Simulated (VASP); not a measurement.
Moving the functional in HfIn4SiO6

The cell as given:

```xyz
12
Lattice="2.7159 -4.7036 0.0083 2.7159 4.7036 0.0083 -1.8792 0.0000 7.4013" Properties=species:S:1:pos:R:3 pbc="T T T"
Hf    2.7159   -2.7125    0.0083
In    1.7763   -1.1453    3.7090
In    2.7159    0.4231    0.0083
In    1.7763    2.0313    3.7090
In    1.7763   -4.3098    3.7090
Si    2.7159    3.5589    0.0083
O    -1.1497    0.2444    6.4159
O     4.7022    0.2444    1.0021
O     1.9910   -1.2091    6.4253
O     1.5616   -1.2091    0.9927
O     1.8741    2.2355    0.9933
O     1.6785    2.2355    6.4246
```

The cell comes from a database or a generator and needn't be the stable form of this composition.

Kept alike: task relaxation of cell and atoms; k mesh 6 × 6 × 4; occupations fermi-dirac, width 0.05 eV; no spin polarisation. Program: VASP, PBE PAW files Hf_pv, In_d, O, Si, 600 eV. The mesh is that of the run's cell of 12 atoms. No spin-orbit coupling.

| run | volume (Å³/atom) | first edge of the run's cell (Å) | third edge of the run's cell (Å) |
| --- | --- | --- | --- |
| A | 15.011 | 5.379 | 7.416 |
| B | 15.466 | 5.424 | 7.514 |
| C | 15.288 | 5.407 | 7.474 |
| D | 16.301 | 5.462 | 7.797 |
| E | 16.557 | 5.501 | 7.811 |
| F | 16.126 | 5.452 | 7.743 |

For a metal such a mesh leaves the last digits unconverged. Relaxations stop with a little pressure left, so the last digits of a volume or edge aren't settled. All rows use potentials made for PBE.

Question: The runs differ in the functional alone: BLYP; RPBE; optB88-vdW; rev-vdW-DF2; revPBE; vdW-DF-cx. Which run is which?

Answer: Run A is vdW-DF-cx; run B is optB88-vdW; run C is rev-vdW-DF2; run D is RPBE; run E is BLYP; run F is revPBE. The volume runs from 15.011 (vdW-DF-cx) to 16.557 Å³/atom (BLYP). The first edge of the run's cell runs from 5.379 (vdW-DF-cx) to 5.501 Å (BLYP). The third edge of the run's cell runs from 7.416 (vdW-DF-cx) to 7.811 Å (BLYP).
